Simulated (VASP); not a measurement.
A VASP calculation is set up with these files.

File POSCAR:
```
MgSe
1
    0.0000000000     2.7300000000     2.7300000000
    2.7300000000     0.0000000000     2.7300000000
    2.7300000000     2.7300000000     0.0000000000
Mg Se
1 1
Direct
  0.0000000000   0.0000000000   0.0000000000
  0.5000000000   0.5000000000   0.5000000000
```

INCAR:
```
# general
SYSTEM   = MgSe
PREC     = Accurate
ENCUT    = 520
LREAL    = .False.   # projection in real space or not
LASPH    = .True.   # aspherical one-centre terms

# electronic loop
EDIFF    = 1E-6   # SCF stop (eV)
NELM     = 100
ALGO     = Normal   # blocked Davidson
LMAXMIX  = 4   # l cut-off of mixed one-centre charges
LMIXTAU  = .True.

# smearing
ISMEAR   = 0   # Gaussian
SIGMA    = 0.05

# functional
METAGGA  = R2SCAN
LUSE_VDW = .True.
BPARAM   = 11.95
CPARAM   = 0.0093

# ions
IBRION   = 2
NSW      = 60   # most ionic steps
ISIF     = 3   # ions, shape and volume
EDIFFG   = -0.01   # ionic stop

# output
LWAVE    = .False.
LCHARG   = .False.
```

### KPOINTS
```
kpoints
0
G
  8 8 8
```

POTCAR, in this order: Mg Se (PBE.64 set). Program: vasp_std.

Q: Translate this r2SCAN+rVV10 calculation to Ansatz.

A: One equivalent input (not run):
Ansatz 0.2 input:
```yaml
crystal:
  lattice:
    - [0.0000000, 2.7300000, 2.7300000]
    - [2.7300000, 0.0000000, 2.7300000]
    - [2.7300000, 2.7300000, 0.0000000]
  atoms:
    - { symbol: Mg, position: [0.0000000, 0.0000000, 0.0000000] }
    - { symbol: Se, position: [0.5000000, 0.5000000, 0.5000000] }
kpoints:
  mp_grid: { grid: [8, 8, 8] }
hamiltonian:
  xc: r2scan
  dispersion: rvv10
  pseudopotentials: { kind: paw }
scf:
  occupations: { method: gaussian, width: 0.05 }
  max_iter: 100
relax:
  max_steps: 60
  f_tol: 0.01
  cell: {}
output: { forces: true, stress: true, eigenvalues: true }
```
What does not carry over: each code has its own PAW files, so the cut-off isn't converted (ENCUT is set for VASP's; basis.ecutwfc is left out, and Ansatz then takes the one that its files recommend); Ansatz stops its SCF on the density residual and VASP on the energy change (EDIFF).

The compound is MgSe in the rock salt structure. This run relaxes it. Symmetry was kept, so distortions that lower it aren't found.
